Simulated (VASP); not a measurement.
A run of VASP 6.6.1 is set up as follows.

The input POSCAR:

```
Rh                                      
1.0
    0.0000000000      1.9148039974      1.9148039974
    1.9148039974     -0.0000000000      1.9148039974
    1.9148039974      1.9148039974      0.0000000000
  Rh            
     1
Direct
     0.0000000000000000    0.0000000000000000    0.0000000000000000
```

File INCAR.step1:

```
SYSTEM = Rh
  PREC = Accurate
  ENCUT = 450
  EDIFF = 1E-5
  ISMEAR = 1
  SIGMA = 0.1
  LREAL = .False.
  LASPH = .True.
  NELM = 120
  ALGO = Normal
  ISIF = 2
  LWAVE = .True.
  LCHARG = .False.
  NBANDS = 14
  KPAR = 4
  GGA = PE
```

File INCAR.step2:

```
SYSTEM = Rh
  PREC = Accurate
  ENCUT = 450
  EDIFF = 1E-6
  ISMEAR = 1
  SIGMA = 0.1
  LREAL = .False.
  LASPH = .True.
  NELM = 120
  ALGO = Normal
  ISIF = 2
  LWAVE = .False.
  LCHARG = .False.
  GGA = PE
  LHFCALC = .True.
  AEXX = 0.25
  PRECFOCK = Fast
  HFRCUT = -1
  NBANDS = 14
  KPAR = 4
  ISTART = 1
```

KPOINTS

```
Automatic mesh
0
Gamma
  11 11 11
  0 0 0
```

Potentials or basis: VASP PAW PBE potentials, release 64 (Rh_pv).

The run is started by

```bash
$ cat potpaw_PBE.64/Rh_pv/POTCAR > POTCAR
$ cp INCAR.step1 INCAR
$ mpirun -np 4 vasp_std > vasp.out
$ cp INCAR.step2 INCAR
$ mpirun -np 4 vasp_std > vasp.out
```

**Question.** Estimate the pressure.

**Answer.** -10.0 GPa.

**Question.** What does it give for the band gap on the k mesh?

**Answer.** None (metal or under the smearing width).

Caveat: the PAW data sets were made with another functional, which shifts forces and pressure a little.
